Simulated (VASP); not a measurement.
# Pt: single point with PBE

Slab: Pt, a slab with vacuum.

```
Pt
1.0
     2.80508    0.00000    0.00000
    -1.40254    2.42927    0.00000
     0.00000    0.00000   26.45167
Pt
6
Direct
  0.66667 0.33333 0.28354
  0.33333 0.66667 0.37012
  0.00000 0.00000 0.45671
  0.66667 0.33333 0.54329
  0.33333 0.66667 0.62988
  0.00000 0.00000 0.71646
```

* Program: VASP 6.6.1
* Task: single point
* Functional: PBE
* Potentials or basis: VASP PAW PBE potentials, release 64 (Pt)
* Cutoff: 520 eV
* k mesh: 15 × 15 × 1
* Occupations: methfessel-paxton, width 0.1 eV
* Spin: no spin polarisation

| Property | Result |
| --- | --- |
| Largest force | 0.225 eV/Å |
| Band gap on the k mesh | none (metal or under the smearing width) |
| Work function of the upper face | 5.73 eV |
| Work function of the lower face | 5.73 eV |

Forces in eV/Å, atoms in the order of the input:
```
Pt   0.000  0.000 -0.169
Pt   0.000  0.000  0.225
Pt   0.000  0.000  0.027
Pt   0.000  0.000 -0.027
Pt   0.000  0.000 -0.225
Pt   0.000  0.000  0.169
```

Levels at points of the mesh, in eV from the Fermi level:
| k point | band 27 | band 28 | band 29 | band 30 | band 31 | band 32 |
| --- | --- | --- | --- | --- | --- | --- |
| (0.00, 0.00, 0.00) | -1.49 | -1.20 | -1.20 | -0.72 | -0.72 | -0.21 |

Core levels (eV, on the scale of the bands):
| atom | levels |
| --- | --- |
| 1 Pt | 1s -78395.2, 2s -13764.8, 2p -11925.1, 3s -3228.7, 3p -2693.2, 3d -2113.5, 4s -689.0, 4p -513.4, 4d -300.5, 4f -63.9, 5s -95.3, 5p -49.4 |
| 2 Pt | 1s -78395.6, 2s -13765.2, 2p -11925.5, 3s -3229.1, 3p -2693.6, 3d -2113.9, 4s -689.4, 4p -513.8, 4d -300.9, 4f -64.3, 5s -95.8, 5p -49.9 |
| 3 Pt | 1s -78395.6, 2s -13765.3, 2p -11925.5, 3s -3229.1, 3p -2693.6, 3d -2114.0, 4s -689.4, 4p -513.9, 4d -301.0, 4f -64.4, 5s -95.8, 5p -49.9 |
| 4 Pt | 1s -78395.6, 2s -13765.3, 2p -11925.5, 3s -3229.1, 3p -2693.6, 3d -2114.0, 4s -689.4, 4p -513.9, 4d -301.0, 4f -64.4, 5s -95.8, 5p -49.9 |
| 5 Pt | 1s -78395.6, 2s -13765.2, 2p -11925.5, 3s -3229.1, 3p -2693.6, 3d -2113.9, 4s -689.4, 4p -513.8, 4d -300.9, 4f -64.3, 5s -95.8, 5p -49.9 |
| 6 Pt | 1s -78395.2, 2s -13764.8, 2p -11925.1, 3s -3228.7, 3p -2693.2, 3d -2113.5, 4s -689.0, 4p -513.4, 4d -300.5, 4f -63.9, 5s -95.3, 5p -49.4 |

Run time: 2.8 min on 2 MPI ranks on Intel(R) Xeon(R) Platinum 8488C (Sapphire Rapids), on a shared host, peak memory 0.4 GiB a rank.

The run has no spin-orbit coupling, so splittings on Pt are missing.
